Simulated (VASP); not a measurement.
An input for Ansatz (written as the equivalent of a VASP run, and not itself run):

Ansatz 0.2 input:
```yaml
crystal:
  lattice:
    - [0.0000000, 2.2106855, 2.2106855]
    - [2.2106855, 0.0000000, 2.2106855]
    - [2.2106855, 2.2106855, 0.0000000]
  atoms:
    - { symbol: Li, position: [0.0000000, 0.0000000, 0.0000000] }
    - { symbol: Cl, position: [0.5000000, 0.5000000, 0.5000000] }
kpoints:
  mp_grid: { grid: [10, 10, 10] }
hamiltonian:
  xc: lda
  pseudopotentials: { kind: paw }
scf:
  occupations: { method: gaussian, width: 0.05 }
  max_iter: 100
relax:
  max_steps: 40
  f_tol: 0.02
  cell: { p_target: 45 }
output: { forces: true, stress: true, eigenvalues: true }
```

Q: Write the VASP files for the same calculation (LDA).

A: This is not unique; one that fits is 
### INCAR
```
ALGO = Normal
EDIFF = 1E-6
EDIFFG = -0.02
ENCUT = 620
IBRION = 2
ISIF = 3
ISMEAR = 0
LASPH = .TRUE.
LCHARG = .FALSE.
LREAL = .FALSE.
LWAVE = .FALSE.
NELM = 100
NSW = 40
PREC = Accurate
PSTRESS = 450
SIGMA = 0.05
SYSTEM = LiCl
```

**POSCAR**
```
LiCl
1.0
  0.0000000000   2.2106854526   2.2106854526
  2.2106854526   0.0000000000   2.2106854526
  2.2106854526   2.2106854526   0.0000000000
Li Cl
1 1
Cartesian
  0.0000000000   0.0000000000   0.0000000000
  2.2106854526   2.2106854526   2.2106854526
```

KPOINTS:
```
Automatic mesh
0
Gamma
10 10 10
0 0 0
```

POTCAR, in this order: Li_sv Cl (LDA.64 set). Program: vasp_std.

What does not carry over: each code has its own PAW files, so the cut-off isn't converted (ENCUT is set for VASP's; basis.ecutwfc is left out, and Ansatz then takes the one that its files recommend); Ansatz stops its SCF on the density residual and VASP on the energy change (EDIFF); Ansatz's lda is the Perdew-Wang form, while the LDA potentials of VASP carry Perdew-Zunger's.

The compound is LiCl in the rock salt structure. This run relaxes it under an external pressure of 45 GPa. Symmetry was kept, so distortions that lower it aren't found.
